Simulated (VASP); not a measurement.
OSZICAR of a VASP run on BaCa$_{3}$O$_{4}$ (ordered alloy cell):

### OSZICAR
```
       N       E                     dE             d eps       ncg     rms          rms(c)
DAV:   1     0.662062425097E+03    0.66206E+03   -0.32154E+04   760   0.162E+03
DAV:   2    -0.213257452736E+01   -0.66419E+03   -0.64643E+03   984   0.442E+02
DAV:   3    -0.549949200407E+02   -0.52862E+02   -0.52619E+02  1056   0.127E+02
DAV:   4    -0.568588080732E+02   -0.18639E+01   -0.18590E+01  1112   0.226E+01
DAV:   5    -0.569701156193E+02   -0.11131E+00   -0.11128E+00  1148   0.421E+00    0.193E+01
DAV:   6    -0.488053632408E+02    0.81648E+01   -0.56280E+01   972   0.383E+01    0.101E+01
DAV:   7    -0.488232654436E+02   -0.17902E-01   -0.68120E+00   958   0.129E+01    0.516E+00
DAV:   8    -0.487944241350E+02    0.28841E-01   -0.91876E-01   906   0.483E+00    0.148E+00
DAV:   9    -0.487687360468E+02    0.25688E-01   -0.17984E-01  1088   0.212E+00    0.413E-01
DAV:  10    -0.487747910289E+02   -0.60550E-02   -0.47092E-02  1050   0.859E-01    0.281E-01
DAV:  11    -0.487760907701E+02   -0.12997E-02   -0.15027E-02   980   0.611E-01    0.182E-01
DAV:  12    -0.487756307695E+02    0.46000E-03   -0.48622E-03  1016   0.312E-01    0.464E-02
DAV:  13    -0.487756502065E+02   -0.19437E-04   -0.82931E-04   868   0.120E-01    0.294E-02
DAV:  14    -0.487756470202E+02    0.31863E-05   -0.57341E-05  1040   0.395E-02    0.187E-02
DAV:  15    -0.487756434149E+02    0.36053E-05   -0.23401E-05   924   0.221E-02    0.441E-03
DAV:  16    -0.487756434690E+02   -0.54073E-07   -0.29018E-06   776   0.865E-03
   1 F= -.48775643E+02 E0= -.48775643E+02  d E =-.156536E-22
```

Task: Which electronic solver shows in the log?

Result: It is blocked Davidson (ALGO = Normal, or the opening steps of other solvers). The INCAR had ALGO = Normal.

Task: Can the final energy be trusted as converged?

Result: The calculation finished and met its thresholds. It stopped with EDIFF = 1E-6, NELM = 100 (PBE GGA, plane waves, VASP's PBE PAW potentials (set 64)).

The structure was generated: BaCa3O4 was put into an ordered model structure (Pm-3m), which need not be its known phase. It was relaxed first, which changed the volume by +7 %.
